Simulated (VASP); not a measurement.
Cost and result of VASP (PAW) for the lattice constant a of CsBr (CsCl type). Static lattice. The cost counts the five points of the equation of state, each on the mesh and cut-off of its row, so the ratios hold those differences too. With PBE it took about 60 core-seconds. Times come from single runs on busy shared machines, so they are rough: good to a factor of about 2.

```
level         k-mesh  cut-off (eV)  lattice constant a (Å)         cost over PBE
------------  ------  ------------  ----------------------  --------------------
LDA            7×7×7           520                   4.148  within a factor of 2
PBEsol         6×6×6           520                   4.249  within a factor of 2
PBE-D4         6×6×6           520                   4.329  within a factor of 2
PBE            6×6×6           520                   4.395             reference
r2SCAN         6×6×6           520                   4.329         about 5 times
SCAN           6×6×6           520                       …                     …
r2SCAN+rVV10   6×6×6           520                   4.272         about 7 times
HSE06          4×4×4           520                       …                     …
```

### Question
Some entries are withheld; supply them.

### Answer

- SCAN, lattice constant a (Å): 4.309
- SCAN, cost over PBE: about 6 times
- HSE06, lattice constant a (Å): 4.361
- HSE06, cost over PBE: about 9 times

Left out are levels that failed, ran on another kind of processor or have no fit band path; at most nine are shown.

The compound is CsBr in the CsCl type structure.
